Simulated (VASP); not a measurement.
# Zn2Ag5 (a cell with a defect) in VASP: further runs, part 3 of 3

VASP 6.6.1.

### Step 5. Single point, LDA

File INCAR:

```
PREC = Accurate
ENCUT = 520
EDIFF = 1E-6
ISMEAR = -1
SIGMA = 0.1
LREAL = False
LASPH = True
NELM = 100
ALGO = Normal
ISIF = 2
LWAVE = False
LCHARG = True
LELF = True
LVHAR = True
NBANDS = 48
```

File KPOINTS:

```
Automatic mesh
0
Gamma
  2 3 3
```

File POSCAR:

```
Zn2Ag5
1.0
    8.0826260000      0.0000000000      0.0000000000
    0.0000000000      4.0413130000      0.0000000000
    0.0000000000      0.0000000000      4.0413130000
Zn Ag
2 5
Direct
    0.0000000000      0.0000000000      0.0000000000
    0.5000000000      0.0000000000      0.0000000000
    0.1764782881      0.1006066593      0.5000001237
    0.2499999381      0.4999998763      0.0000000000
    0.5000000000      0.4999998763      0.4999998763
    0.7500000619      0.0000000000      0.4999998763
    0.7500000619      0.4999998763      0.0000000000
```

Potentials or basis: VASP PAW LDA potentials, release 64 (Zn, Ag).

Command:

```
> cat potpaw_LDA.64/Zn/POTCAR potpaw_LDA.64/Ag/POTCAR > POTCAR
> mpirun -np 1 vasp_std > vasp.out
```

OUTCAR:

```text
PREC = Accurate
   ENCUT = 520
   EDIFF = 1E-6
   ISMEAR = -1
   LREAL = False
   LASPH = True
   NELM = 100
   ISIF = 2

 ion  position               nearest neighbor table
   1  0.000  0.000  0.000-   3 2.51   3 2.51   4 2.86   6 2.86   7 2.86   6 2.86   4 2.86   7 2.86

   2  0.500  0.000  0.000-   5 2.86   5 2.86   5 2.86   7 2.86   4 2.86   6 2.86   5 2.86   6 2.86
                             7 2.86   4 2.86
   3  0.176  0.101  0.500-   1 2.51   1 2.51   4 2.65   4 2.65   5 3.07   4 3.21   4 3.21   6 3.47
                             5 3.57
   4  0.250  0.500  0.000-   3 2.65   3 2.65   1 2.86   1 2.86   2 2.86   5 2.86   2 2.86   5 2.86
                             3 3.21   3 3.21
   5  0.500  0.500  0.500-   2 2.86   2 2.86   2 2.86   4 2.86   6 2.86   7 2.86   2 2.86   4 2.86
                             7 2.86   6 2.86   3 3.07   3 3.57
   6  0.750  0.000  0.500-   1 2.86   7 2.86   1 2.86   7 2.86   7 2.86   2 2.86   5 2.86   7 2.86
                             5 2.86   2 2.86   3 3.47
   7  0.750  0.500  0.000-   1 2.86   6 2.86   1 2.86   6 2.86   6 2.86   2 2.86   5 2.86   6 2.86
                             5 2.86   2 2.86

  LATTYP: Found a simple tetragonal cell.
 ALAT       =     4.0413130000
 C/A-ratio  =     2.0000000000

  Lattice vectors:

 A1 = (   0.0000000000,   4.0413130000,   0.0000000000)
 A2 = (   0.0000000000,   0.0000000000,   4.0413130000)
 A3 = (   8.0826260000,   0.0000000000,   0.0000000000)

Analysis of symmetry for initial positions (statically):
=====================================================================
 Subroutine PRICEL returns:
 Original cell was already a primitive cell.

 Routine SETGRP: Setting up the symmetry group for a
 simple tetragonal supercell.

 Subroutine GETGRP returns: Found  2 space group operations
 (whereof  2 operations were pure point group operations)
 out of a pool of 16 trial point group operations.

The static configuration has the point symmetry C_1h.

Analysis of symmetry for dynamics (positions and initial velocities):
=====================================================================
 Subroutine PRICEL returns:
 Original cell was already a primitive cell.

 Routine SETGRP: Setting up the symmetry group for a
 simple tetragonal supercell.

 Subroutine GETGRP returns: Found  2 space group operations
 (whereof  2 operations were pure point group operations)
 out of a pool of 16 trial point group operations.

The dynamic configuration has the point symmetry C_1h.

 Subroutine INISYM returns: Found  2 space group operations
 (whereof  2 operations are pure point group operations),
 and found     1 'primitive' translations

----------------------------------------------------------------------------------------

                                     Primitive cell

  volume of cell :     132.0072

  direct lattice vectors                    reciprocal lattice vectors
     8.082626000  0.000000000  0.000000000     0.123722167  0.000000000  0.000000000
     0.000000000  4.041313000  0.000000000     0.000000000  0.247444333  0.000000000
     0.000000000  0.000000000  4.041313000     0.000000000  0.000000000  0.247444333

  length of vectors
     8.082626000  4.041313000  4.041313000     0.123722167  0.247444333  0.247444333

  position of ions in fractional coordinates (direct lattice)
     0.000000000  0.000000000  0.000000000
     0.500000000  0.000000000  0.000000000
[... 49 lines left out ...]
  0.500000  0.000000  0.333333      2.000000
  0.000000  0.333333  0.333333      4.000000
  0.500000  0.333333  0.333333      4.000000
   k-points           NKPTS =      8   k-points in BZ     NKDIM =      8   number of bands    NBANDS=     48
   number of dos      NEDOS =    301   number of ions     NIONS =      7
   total plane-waves  NPLWV =  54000
   dimension x,y,z NGX =    60 NGY =   30 NGZ =   30
   dimension x,y,z NGXF=   120 NGYF=   60 NGZF=   60
   ions per type =               2   5
   NGX,Y,Z   is equivalent  to a cutoff of  12.34, 12.34, 12.34 a.u.
   NGXF,Y,Z  is equivalent  to a cutoff of  24.68, 24.68, 24.68 a.u.
 SYSTEM =  unknown system
   PREC   = accura    normal or accurate (medium, high low for compatibility)
   ISTART =      0    job   : 0-new  1-cont  2-samecut
   ICHARG =      2    charge: 1-file 2-atom 10-const
   ISPIN  =      1    spin polarized calculation?
   LNONCOLLINEAR =      F non collinear calculations
   LSORBIT =      F    spin-orbit coupling
   LASPH  =      T    aspherical Exc in radial PAW
   ENCUT  =  520.0 eV  38.22 Ry    6.18 a.u.  15.03  7.51  7.51*2*pi/ulx,y,z
   NELM   =    100;   NELMIN=  2; NELMDL= -5     # of ELM steps
   EDIFF  = 0.1E-05   stopping-criterion for ELM
   LREAL  =      F    real-space projection
   EDIFFG = 0.1E-04   stopping-criterion for IOM
   NSW    =      0    number of steps for IOM
   IBRION =     -1    ionic relax: 0-MD 1-quasi-New 2-CG
   NFREE  =      0    steps in history (QN), initial steepest desc. (CG)
   ISIF   =      2    stress and relaxation
   ISYM   =      2    0-nonsym 1-usesym 2-fastsym
   POTIM  = 0.5000    time-step for ionic-motion
   TEBEG  =    0.0;   TEEND  =   0.0 temperature during run
   PSTRESS=    0.0 pullay stress
   NELECT =      79.0000    total number of electrons
   NUPDOWN=      -1.0000    fix difference up-down
   EMIN   =  10.00;   EMAX   =-10.00  energy-range for DOS
   EFERMI =   0.00;   METHOD = LEGACY
   ISMEAR =    -1;   SIGMA  =   0.10  broadening in eV -4-tet -1-fermi 0-gaus
   EFERMI_NEDOS =   21; number of points for ismear=-14 and -15
   IALGO  =     38    algorithm
   IMIX   =      4    mixing-type and parameters
     AMIX     =   0.40;   BMIX     =  1.00
     AMIX_MAG =   1.60;   BMIX_MAG =  1.00
  volume/ion in A,a.u.               =      18.86       127.26
  Fermi-wavevector in a.u.,A,eV,Ry     =   1.379594  2.607055 25.895700  1.903280
  Thomas-Fermi vector in A             =   2.504549
   LORBIT       =      0    0 simple, 1 ext, 2 COOP (PROOUT), +10 PAW based schemes
   GGA     = CA    functional components
   LHFCALC =     F    Hartree Fock is set to
   AEXX    =    0.0000 exact exchange contribution
   IVDW    =     0    specifies the selected vdW correction
   LEPSILON=     F    determine dielectric tensor
   LRPA    =     F    only Hartree local field effects (RPA)
 non-spin polarized calculation
  energy-cutoff  :      520.00
  volume of cell :      132.01
 maximum number of plane-waves:      3591
   NGX = 31   NGY = 15   NGZ = 15

 number of electron      78.9999994 magnetization

 Free energy of the ion-electron system (eV)
  ---------------------------------------------------
  ext. energy  EPLUGINS =         0.00000000
  ---------------------------------------------------
  free energy    TOTEN  =       -20.96560177 eV

  energy without entropy =      -20.89386679  energy(sigma->0) =      -20.92973428

 E-fermi :   5.3680     XC(G=0): -11.5608

 val. band max:        5.3150684238   @ k =   0.5000   0.0000   0.3333
 cond. band min:       5.5544691363   @ k =   0.5000   0.3333   0.3333
 fundamental gap:      0.2394007126
 Fermi energy:         5.3680030506

 k-point     1 :       0.0000    0.0000    0.0000
  band No.  band energies     occupation
      1      -2.6718      2.00000
      2      -2.0688      2.00000
      3      -2.0679      2.00000
      4      -2.0301      2.00000
      5      -1.9724      2.00000
      6      -1.8539      2.00000
[... 397 lines left out ...]
     47      10.2239      0.00000
     48      10.5927      0.00000

------------------------ aborting loop because EDIFF is reached ----------------------------------------

  FORCE on cell =-STRESS in cart. coord.  units (eV):
  Direction    XX          YY          ZZ          XY          YZ          ZX
  --------------------------------------------------------------------------------------
  -------------------------------------------------------------------------------------
  Total      -10.8681112     -6.0857745     -2.8610648      0.4940468      0.0000000      0.0000000
  in kB     -131.9068034    -73.8633461    -34.7248848      5.9962705      0.0000000      0.0000000
  external PRESSURE =     -80.1650114 kB  Pullay stress =       0.0000000 kB

 VOLUME and BASIS-vectors are now :
 -----------------------------------------------------------------------------
  energy-cutoff  :      520.00
  volume of cell :      132.01
      direct lattice vectors                 reciprocal lattice vectors
     8.082626000  0.000000000  0.000000000     0.123722167  0.000000000  0.000000000
     0.000000000  4.041313000  0.000000000     0.000000000  0.247444333  0.000000000
     0.000000000  0.000000000  4.041313000     0.000000000  0.000000000  0.247444333

 POSITION                                       TOTAL-FORCE (eV/Angst)
 -----------------------------------------------------------------------------------
      0.00000      0.00000      0.00000        -0.735463     -0.107291      0.000000
      4.04131      0.00000      0.00000        -0.093017     -0.006823      0.000000
      1.42641      0.40658      2.02066         0.677108     -0.662939      0.000000
      2.02066      2.02066      0.00000         0.388939      0.733580      0.000000
      4.04131      2.02066      2.02066        -0.312206      0.037062      0.000000
      6.06197      0.00000      2.02066         0.153169     -0.012152      0.000000
      6.06197      2.02066      0.00000        -0.078530      0.018563      0.000000
 -----------------------------------------------------------------------------------
    total drift:                               -0.000067      0.000357      0.000146

  FREE ENERGIE OF THE ION-ELECTRON SYSTEM (eV)
  ---------------------------------------------------
  free  energy   TOTEN  =       -20.9656017668 eV

  energy  without entropy=      -20.8938667946  energy(sigma->0) =      -20.92973428
```

Run time: 37 s. Hardware: 1 thread of Intel Xeon 6975P-C (Granite Rapids), shared host; peak memory 0.19 GiB.

What came out:

| Quantity | Value |
| --- | --- |
| Free energy | -20.9656 eV |
| Pressure | -8.0 GPa |
| Largest force | 0.948 eV/Å |
| Band gap on the k mesh | none (metal or under the smearing width) |

Forces on the atoms (eV/Å):
```
Zn  -0.735 -0.107  0.000
Zn  -0.093 -0.007  0.000
Ag   0.677 -0.663  0.000
Ag   0.389  0.734  0.000
Ag  -0.312  0.037  0.000
Ag   0.153 -0.012  0.000
Ag  -0.079  0.019  0.000
```

Stress tensor (GPa, compression positive):
```
-13.19   0.60   0.00
  0.60  -7.39   0.00
  0.00   0.00  -3.47
```

Caveat: the k mesh is coarse (spacing up to 0.52 Å⁻¹), so the values aren't converged.

### Step 6. Single point, LDA

File INCAR:

```
  PREC = Accurate
  ENCUT = 520
  EDIFF = 1E-6
  ISMEAR = -1
  SIGMA = 0.1
  LREAL = False
  LASPH = True
  NELM = 100
  ALGO = Fast
  ISIF = 2
  LWAVE = False
  LCHARG = False
  GGA = CA
  NBANDS = 48
```

KPOINTS is that of step 5.

POSCAR, as its differences from that of step 5:

```diff
@@ -10,3 +10,3 @@
     0.5000000000      0.0000000000      0.0000000000
-    0.1764782881      0.1006066593      0.5000001237
+    0.2499999381      0.0000000000      0.4999998763
     0.2499999381      0.4999998763      0.0000000000
```

Potentials or basis: VASP PAW LDA potentials, release 64 (Zn, Ag).

Command:

```
> cat potpaw_LDA.64/Zn/POTCAR potpaw_LDA.64/Ag/POTCAR > POTCAR
> mpirun -np 1 vasp_std > vasp.out
```

OUTCAR:

```text
PREC = Accurate
   ENCUT = 520
   EDIFF = 1E-6
   ISMEAR = -1
   LREAL = False
   LASPH = True
   NELM = 100
   ISIF = 2
   GGA = CA

 ion  position               nearest neighbor table
   1  0.000  0.000  0.000-   3 2.86   4 2.86   6 2.86   7 2.86   3 2.86   6 2.86   4 2.86   7 2.86

   2  0.500  0.000  0.000-   5 2.86   5 2.86   5 2.86   6 2.86   7 2.86   4 2.86   3 2.86   5 2.86
                             4 2.86   3 2.86   7 2.86   6 2.86
   3  0.250  0.000  0.500-   1 2.86   4 2.86   1 2.86   4 2.86   4 2.86   5 2.86   2 2.86   4 2.86
                             2 2.86   5 2.86
   4  0.250  0.500  0.000-   1 2.86   3 2.86   1 2.86   3 2.86   3 2.86   5 2.86   2 2.86   3 2.86
                             2 2.86   5 2.86
   5  0.500  0.500  0.500-   2 2.86   2 2.86   2 2.86   3 2.86   4 2.86   6 2.86   7 2.86   2 2.86
                             3 2.86   4 2.86   7 2.86   6 2.86
   6  0.750  0.000  0.500-   1 2.86   7 2.86   1 2.86   7 2.86   7 2.86   2 2.86   5 2.86   7 2.86
                             5 2.86   2 2.86
   7  0.750  0.500  0.000-   1 2.86   6 2.86   1 2.86   6 2.86   6 2.86   2 2.86   5 2.86   6 2.86
                             5 2.86   2 2.86

  LATTYP: Found a simple tetragonal cell.
 ALAT       =     4.0413130000
 C/A-ratio  =     2.0000000000

  Lattice vectors:

[... 180 lines left out ...]
      2      -2.0469      2.00000
      3      -1.9613      2.00000
      4      -1.9266      2.00000
      5      -1.9266      2.00000
      6      -1.8701      2.00000
[... 295 lines left out ...]
     47      10.4513      0.00000
     48      10.6968      0.00000

------------------------ aborting loop because EDIFF is reached ----------------------------------------

  FORCE on cell =-STRESS in cart. coord.  units (eV):
  Direction    XX          YY          ZZ          XY          YZ          ZX
  --------------------------------------------------------------------------------------
  -------------------------------------------------------------------------------------
  Total      -10.4519612     -5.7465867     -5.7465867      0.0000000      0.0000000      0.0000000
  in kB     -126.8559709    -69.7466078    -69.7466078      0.0000000      0.0000000      0.0000000
  external PRESSURE =     -88.7830621 kB  Pullay stress =       0.0000000 kB

 VOLUME and BASIS-vectors are now :
 -----------------------------------------------------------------------------
  energy-cutoff  :      520.00
  volume of cell :      132.01
      direct lattice vectors                 reciprocal lattice vectors
     8.082626000  0.000000000  0.000000000     0.123722167  0.000000000  0.000000000
     0.000000000  4.041313000  0.000000000     0.000000000  0.247444333  0.000000000
     0.000000000  0.000000000  4.041313000     0.000000000  0.000000000  0.247444333

 POSITION                                       TOTAL-FORCE (eV/Angst)
 -----------------------------------------------------------------------------------
      0.00000      0.00000      0.00000         0.000000      0.000000      0.000000
      4.04131      0.00000      0.00000         0.000000      0.000000      0.000000
      2.02066      0.00000      2.02066        -0.002640      0.000000      0.000000
      2.02066      2.02066      0.00000        -0.002640      0.000000      0.000000
      4.04131      2.02066      2.02066         0.000000      0.000000      0.000000
      6.06197      0.00000      2.02066         0.002640      0.000000      0.000000
      6.06197      2.02066      0.00000         0.002640      0.000000      0.000000
 -----------------------------------------------------------------------------------
    total drift:                                0.000000      0.000349      0.000349

  FREE ENERGIE OF THE ION-ELECTRON SYSTEM (eV)
  ---------------------------------------------------
  free  energy   TOTEN  =       -21.4031773808 eV

  energy  without entropy=      -21.3418080911  energy(sigma->0) =      -21.37249274
```

It took 27 s on 1 thread of Intel Xeon 6975P-C (Granite Rapids), shared host; peak memory 0.19 GiB.

Results:

| Property | Result |
| --- | --- |
| Free energy | -21.4032 eV |
| Pressure | -8.9 GPa |
| Band gap on the k mesh | none (metal or under the smearing width) |

Forces in eV/Å, atoms in the order of the input:
```
Zn   0.000  0.000  0.000
Zn   0.000  0.000  0.000
Ag  -0.003  0.000  0.000
Ag  -0.003  0.000  0.000
Ag   0.000  0.000  0.000
Ag   0.003  0.000  0.000
Ag   0.003  0.000  0.000
```

Caveat: the k mesh is coarse (spacing up to 0.52 Å⁻¹), so the values aren't converged.

### Step 7. The runs side by side

```csv
cell,gap on the mesh (eV),pressure (GPa),largest force (eV/Å)
"Pmm2, 18.86 Å³/atom",none,-9.3,0.13
"Pm, 18.86 Å³/atom",none,-8.0,0.95
"P4/mmm, 18.86 Å³/atom",none,-8.9,-
```

Some of these runs hold the atoms at other places in the same cell, which the table doesn't show; runs alike in all that it shows share one row.

Alike in all rows: task single point; level LDA; potentials or basis VASP PAW LDA potentials, release 64 (Zn, Ag); no spin polarisation; k mesh 2 × 3 × 3; cutoff (eV) 520; smearing fermi-dirac 0.1 eV; the mesh is coarse, so values aren't converged.

Caveats: all runs use coarse meshes.

Absolute energies hang on the potentials; compare differences alone.
